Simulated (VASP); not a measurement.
Input:

```xyz
3
Lattice="1.7263 -2.9900 0.0000 1.7263 2.9900 0.0000 0.0000 0.0000 5.1062" Properties=species:S:1:pos:R:3 pbc="T T T"
Se     0.5152     0.8924     3.4041
Se     2.4220     0.0000     0.0000
Se     0.5152    -0.8924     1.7021
```

The numbers are results of PBE GGA, VASP's PBE PAW potentials (set 64) (plane waves; VASP 6.6.1), not measurements. Run with 500 eV cut-off, 7×7×5 Γ-centred mesh, Gaussian smearing of 0.050 eV, potentials Se.

Without a dispersion term in the relaxation, distances and binding between the weakly bound layers, chains or molecules are unreliable, and so is what depends on them.

**Question.** Estimate the energy per atom (σ→0), pressure.

**Answer.** 
energy per atom (σ→0): -2.966 eV/atom
pressure: 29.98 GPa

The absolute energy has meaning only against runs of the same code, potentials and settings.

The compound is Se in the trig structure. It was relaxed first under an external pressure of 30 GPa.
